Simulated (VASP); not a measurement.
Method: revPBE GGA, VASP's PBE PAW potentials (set 64) (plane waves; VASP 6.6.1).

Input for VASP

### KPOINTS
```
Automatic mesh
0
G
 18 18 10
```

### POSCAR
```
Be
1
    1.1647765397    -2.0174519694     0.0000000000
    1.1647765397     2.0174519694     0.0000000000
    0.0000000000     0.0000000000     3.6516875675
Be
2
Direct
  0.3333330000   0.6666670000   0.2500000000
  0.6666670000   0.3333330000   0.7500000000
```

### INCAR
```
SYSTEM = Be
PREC = Accurate; ENCUT = 520; LREAL = .FALSE.
LASPH = .TRUE.
EDIFF = 1E-7; NELM = 100; ALGO = Normal
ISMEAR = 1; SIGMA = 0.1
GGA = RE
IBRION = 2; NSW = 30; ISIF = 4
EDIFFG = -0.01
LWAVE = .FALSE.; LCHARG = .FALSE.
```

POTCAR, in this order: Be (PBE.64 set). Program: vasp_std.

Output

### OUTCAR
```
 ion  position               nearest neighbor table
   1  0.333  0.667  0.250-   2 2.27   2 2.27   2 2.27   2 2.27   2 2.27   2 2.27
   2  0.667  0.333  0.750-   1 2.27   1 2.27   1 2.27   1 2.27   1 2.27   1 2.27
  LATTYP: Found a hexagonal cell.
 ALAT       =     2.3295529263
 C/A-ratio  =     1.5675486598
 Subroutine PRICEL returns:
 Original cell was already a primitive cell.
 Subroutine GETGRP returns: Found 24 space group operations
The static configuration has the point symmetry D_3d.
 The point group associated with its full space group is D_6h.
The dynamic configuration has the point symmetry D_3d.
 Subroutine INISYM returns: Found 24 space group operations
 Subroutine IBZKPT returns following result:
 Found    222 irreducible k-points:

 Following reciprocal coordinates:
            Coordinates               Weight
  0.000000  0.000000  0.000000      1.000000
  0.055556  0.000000  0.000000      6.000000
  0.111111  0.000000  0.000000      6.000000
  0.166667  0.000000  0.000000      6.000000
  0.222222  0.000000  0.000000      6.000000
  0.277778  0.000000  0.000000      6.000000
  0.333333 -0.000000  0.000000      6.000000
  0.388889  0.000000  0.000000      6.000000
  0.444444  0.000000  0.000000      6.000000
  0.500000  0.000000  0.000000      3.000000
  0.055556  0.055556  0.000000      6.000000
  0.111111  0.055556  0.000000     12.000000
  0.166667  0.055556  0.000000     12.000000
  0.222222  0.055556  0.000000     12.000000
  0.277778  0.055556  0.000000     12.000000
  0.333333  0.055556  0.000000     12.000000
  0.388889  0.055556  0.000000     12.000000
  0.444444  0.055556  0.000000     12.000000
  0.111111  0.111111  0.000000      6.000000
  0.166667  0.111111  0.000000     12.000000
  0.222222  0.111111  0.000000     12.000000
  0.277778  0.111111  0.000000     12.000000
  0.333333  0.111111  0.000000     12.000000
  0.388889  0.111111  0.000000     12.000000
  0.444444  0.111111  0.000000      6.000000
  0.166667  0.166667  0.000000      6.000000
  0.222222  0.166667  0.000000     12.000000
  0.277778  0.166667  0.000000     12.000000
  0.333333  0.166667  0.000000     12.000000
  0.388889  0.166667  0.000000     12.000000
  0.222222  0.222222  0.000000      6.000000
  0.277778  0.222222  0.000000     12.000000
  0.333333  0.222222  0.000000     12.000000
  0.388889  0.222222  0.000000      6.000000
  0.277778  0.277778  0.000000      6.000000
  0.333333  0.277778  0.000000     12.000000
  0.333333  0.333333  0.000000      2.000000
  0.000000  0.000000  0.100000      2.000000
  0.055556  0.000000  0.100000     12.000000
  0.111111  0.000000  0.100000     12.000000
   k-points           NKPTS =    222   k-points in BZ     NKDIM =    222   number of bands    NBANDS=      6
   number of dos      NEDOS =    301   number of ions     NIONS =      2
   total plane-waves  NPLWV =   9072
   dimension x,y,z NGX =    18 NGY =   18 NGZ =   28
   dimension x,y,z NGXF=    36 NGYF=   36 NGZF=   56
   ions per type =               2
   PREC   = accura    normal or accurate (medium, high low for compatibility)
   ISTART =      0    job   : 0-new  1-cont  2-samecut
   ICHARG =      2    charge: 1-file 2-atom 10-const
   ISPIN  =      1    spin polarized calculation?
   LNONCOLLINEAR =      F non collinear calculations
   LSORBIT =      F    spin-orbit coupling
   INIWAV =      1    electr: 0-lowe 1-rand  2-diag
   ENCUT  =  520.0 eV  38.22 Ry    6.18 a.u.   4.33  4.33  6.79*2*pi/ulx,y,z
   NELM   =    100;   NELMIN=  2; NELMDL= -5     # of ELM steps
   EDIFF  = 0.1E-06   stopping-criterion for ELM
   LREAL  =      F    real-space projection
...
```

OSZICAR:
```
       N       E                     dE             d eps       ncg     rms          rms(c)
DAV:   1    -0.220671279046E+01   -0.22067E+01   -0.17865E+03  2676   0.546E+02
DAV:   2    -0.709374810317E+01   -0.48870E+01   -0.46381E+01  4110   0.613E+01
DAV:   3    -0.712514758346E+01   -0.31399E-01   -0.31400E-01  3642   0.463E+00
DAV:   4    -0.712517339873E+01   -0.25815E-04   -0.25816E-04  3870   0.135E-01
DAV:   5    -0.712517341431E+01   -0.15579E-07   -0.15335E-07  3540   0.182E-03    0.115E+00
DAV:   6    -0.709941655046E+01    0.25757E-01   -0.31390E-03  2988   0.871E-01    0.702E-01
DAV:   7    -0.708877779295E+01    0.10639E-01   -0.34597E-03  2976   0.862E-01    0.171E-02
DAV:   8    -0.708876787975E+01    0.99132E-05   -0.86547E-06  4014   0.374E-02    0.701E-03
DAV:   9    -0.708877045627E+01   -0.25765E-05   -0.13382E-06  3246   0.143E-02    0.707E-04
DAV:  10    -0.708877006994E+01    0.38633E-06   -0.73172E-09  2790   0.102E-03    0.195E-04
DAV:  11    -0.708876990185E+01    0.16809E-06   -0.15331E-09  1788   0.448E-04    0.767E-06
DAV:  12    -0.708876989611E+01    0.57448E-08   -0.64810E-11  1758   0.117E-04
   1 F= -.70887699E+01 E0= -.70886899E+01  d E =-.708877E+01
       N       E                     dE             d eps       ncg     rms          rms(c)
DAV:   1    -0.708910207526E+01   -0.33217E-03   -0.28473E-03  3408   0.347E-01    0.192E-02
DAV:   2    -0.708909981261E+01    0.22626E-05   -0.13458E-05  3246   0.336E-02    0.117E-02
DAV:   3    -0.708909749325E+01    0.23194E-05   -0.11981E-06  3684   0.684E-03    0.186E-04
DAV:   4    -0.708909749155E+01    0.17064E-08   -0.10210E-08  2376   0.984E-04
   2 F= -.70890975E+01 E0= -.70890401E+01  d E =-.327595E-03
       N       E                     dE             d eps       ncg     rms          rms(c)
DAV:   1    -0.708911584520E+01   -0.18352E-04   -0.23972E-04  3390   0.101E-01    0.596E-03
DAV:   2    -0.708911556734E+01    0.27786E-06   -0.11435E-06  3252   0.980E-03    0.365E-03
DAV:   3    -0.708911527881E+01    0.28853E-06   -0.11061E-07  3204   0.209E-03    0.530E-05
DAV:   4    -0.708911527872E+01    0.93891E-10   -0.10496E-09  1722   0.323E-04
   3 F= -.70891153E+01 E0= -.70890580E+01  d E =-.345383E-03
```

OUTCAR:
```
------------------------ aborting loop because EDIFF is reached ----------------------------------------
  FORCE on cell =-STRESS in cart. coord.  units (eV):
  Direction    XX          YY          ZZ          XY          YZ          ZX
  --------------------------------------------------------------------------------------
  Total       -0.6923592     -0.6923591     -0.6925709      0.0000000      0.0000000      0.0000000
  in kB      -64.6357260    -64.6357152    -64.6554897      0.0000000      0.0000000      0.0000000
  external PRESSURE =     -64.6423103 kB  Pullay stress =       0.0000000 kB
  volume of cell :       17.16
      direct lattice vectors                 reciprocal lattice vectors
     1.162602923 -2.013687163 -0.000000000     0.430069450 -0.248300734 -0.000000000
     1.162602923  2.013687163 -0.000000000     0.430069450  0.248300734  0.000000000
     0.000000000 -0.000000000  3.665354797     0.000000000 -0.000000000  0.272824885
 POSITION                                       TOTAL-FORCE (eV/Angst)
 -----------------------------------------------------------------------------------
      1.16260      0.67123      0.91634        -0.000000      0.000000      0.000000
      1.16260     -0.67123      2.74902         0.000000     -0.000000      0.000000
 -----------------------------------------------------------------------------------
    total drift:                               -0.000000     -0.000003      0.000005
  FREE ENERGIE OF THE ION-ELECTRON SYSTEM (eV)
  ---------------------------------------------------
  free  energy   TOTEN  =        -7.0891152787 eV

  energy  without entropy=       -7.0889434223  energy(sigma->0) =       -7.08905799

 reached required accuracy - stopping structural energy minimisation
```
(Selected blocks of OUTCAR.)

**CONTCAR**
```
Be
   1.00000000000000
     1.1626029229051895   -2.0136871632147790   -0.0000000000000000
     1.1626029229051895    2.0136871632147790   -0.0000000000000000
     0.0000000000000000   -0.0000000000000000    3.6653547972738747
  Be
     2
Direct
     0.3333330000000032    0.6666669999999968    0.2500000000000000
     0.6666669999999968    0.3333330000000032    0.7500000000000000
```

The compound is Be in the hcp structure. This cell is one point of a volume scan, at 1.06 of the reference volume. Symmetry was kept, so distortions that lower it aren't found.
